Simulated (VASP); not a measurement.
# Al (relaxed from the beta-Sn structure, space group I4_1/amd): computed properties

Method: PBEsol GGA, VASP's PBE PAW potentials (set 64) (plane waves; VASP).

- space group: I4_1/amd (141)
- cell: a = 5.284 Å, b = 5.284 Å, c = 2.692 Å, α = 90.00°, β = 90.00°, γ = 90.00°
- volume per atom: 18.79 Å³/atom
- band gap (over mesh and band path): none (metal, semimetal or under 0.01 eV)
- density: 2.38 g/cm³

```cif
data_Al4
_chemical_formula_sum 'Al4'
_space_group_name_H-M_alt 'I41/amd :1'
_space_group_IT_number 141
_space_group_name_Hall 'I 4bw 2bw -1bw'
_cell_length_a 5.28411
_cell_length_b 5.28411
_cell_length_c 2.69245
_cell_angle_alpha 90.000
_cell_angle_beta 90.000
_cell_angle_gamma 90.000
loop_
_atom_site_label
_atom_site_type_symbol
_atom_site_symmetry_multiplicity
_atom_site_Wyckoff_symbol
_atom_site_fract_x
_atom_site_fract_y
_atom_site_fract_z
_atom_site_occupancy
Al1 Al 4 a 0.00000 0.00000 0.00000 1
```
(The calculation used a cell of 2 atoms; values per cell refer to that cell.)

The structure was generated: Al was put into the beta-Sn type (I4_1/amd), which need not be its known phase. It was relaxed first, which changed the volume by +8 %. Symmetry was kept, so distortions that lower it aren't found.
